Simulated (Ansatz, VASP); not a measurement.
**LuSc2N3 in VASP and in Ansatz**

```
Lu Sc N
1.0
     4.57105    0.00000    0.00000
    -2.28552    3.95864    0.00000
     0.00000    0.00000    4.30057
Lu Sc N
1 2 3
Direct
  0.00000 0.00000 0.59055
  0.33333 0.66667 0.09054
  0.66667 0.33333 0.09054
  0.33333 0.66667 0.59054
  0.66667 0.33333 0.59054
  0.00000 0.00000 0.09055
```

Alike in both runs: functional PBE; k mesh 6 × 6 × 4; occupations gaussian, width 0.1 eV; no spin polarisation.

Ansatz relaxed the structure, and its values are those at the end. VASP's run is a single point on that final structure, the one shown.

|  | VASP | Ansatz |
| --- | --- | --- |
| version | VASP 6.6.1 | Ansatz 0.2.0 |
| potentials or method | VASP PAW PBE potentials, release 64 (Lu, Sc_sv, N) | scalar-relativistic, plane waves, PAW |
| plane-wave cutoff (eV) | 520 | 420 |
| valence electrons in the cell | 62 | 62 |

VASP gave:

```
gap on the k mesh at the Fermi level (eV) : none
pressure (GPa)                            : 0.8
```

Q: Estimate Ansatz's values.

A: gap on the k mesh at the Fermi level (eV): none; pressure (GPa): 0.1.

A gap of «none» marks a metal or a gap that the smearing closes.

Caveats: the k mesh is coarse (spacing up to 0.37 Å⁻¹), so the values aren't converged. The runs have no spin-orbit coupling, so splittings on Lu are missing.
